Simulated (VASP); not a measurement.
Consider the following.

```
CELL_PARAMETERS angstrom
      0.00000     2.00722     2.00722
      2.00722     0.00000     2.00722
      2.00722     2.00722     0.00000
ATOMIC_POSITIONS crystal
  Li 0.00000 0.00000 0.00000
  H  0.50000 0.50000 0.50000
```

These are revTPSS meta-GGA, VASP's PBE PAW potentials (set 64) (plane waves; VASP 6.6.1) values and carry that method's errors. Settings: 520 eV cut-off, 11×11×11 Γ-centred mesh, Gaussian smearing of 0.050 eV, potentials Li_sv H.

Q: Estimate the energy per atom (σ→0), pressure.

A: 
The energy per atom (σ→0) comes out as -3.659 eV/atom. The pressure is -2.25 GPa.

Total energies compare only between runs with the same potentials, cut-off and functional.

The compound is LiH in the rock salt structure. This cell is one point of a volume scan, at 1.06 of the reference volume.
